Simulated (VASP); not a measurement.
Level of theory: r2SCAN meta-GGA, VASP's PBE PAW potentials (set 64) (plane waves; VASP 6.6.1).

VASP input:

**INCAR**
```
SYSTEM = Cl2
PREC = Normal
ENCUT = 400
EDIFF = 1E-5
NELM = 100
ALGO = Normal
LREAL = .FALSE.
LASPH = .TRUE.
ISMEAR = 0
SIGMA = 0.01
METAGGA = R2SCAN
LMIXTAU = .TRUE.
LWAVE = .FALSE.
LCHARG = .FALSE.
NELMIN = 4
IBRION = 2
ISIF = 2
NSW = 50
EDIFFG = -0.03
```

**KPOINTS**
```
Automatic mesh
0
Gamma
1 1 1
0 0 0
```

File POSCAR:
```
Cl2
1
   11.0000000000     0.0000000000     0.0000000000
    0.0000000000    11.5000000000     0.0000000000
    0.0000000000     0.0000000000    12.0000000000
Cl
2
Direct
  0.5000000000   0.5000000000   0.4170830000
  0.5000000000   0.5000000000   0.5829170000
```

POTCAR, in this order: Cl (PBE.64 set). Program: vasp_gam.

Q: What will the output report for the number of irreducible k-points (NKPTS), largest plane-wave count, number of space-group operations, FFT grid (NGX, NGY, NGZ)?

A: 
* **number of irreducible k-points (NKPTS)**: 1
* **largest plane-wave count**: 13783
* **number of space-group operations**: 8
* **FFT grid (NGX, NGY, NGZ)**: 54 × 56 × 60

The cell is a molecule in a box.
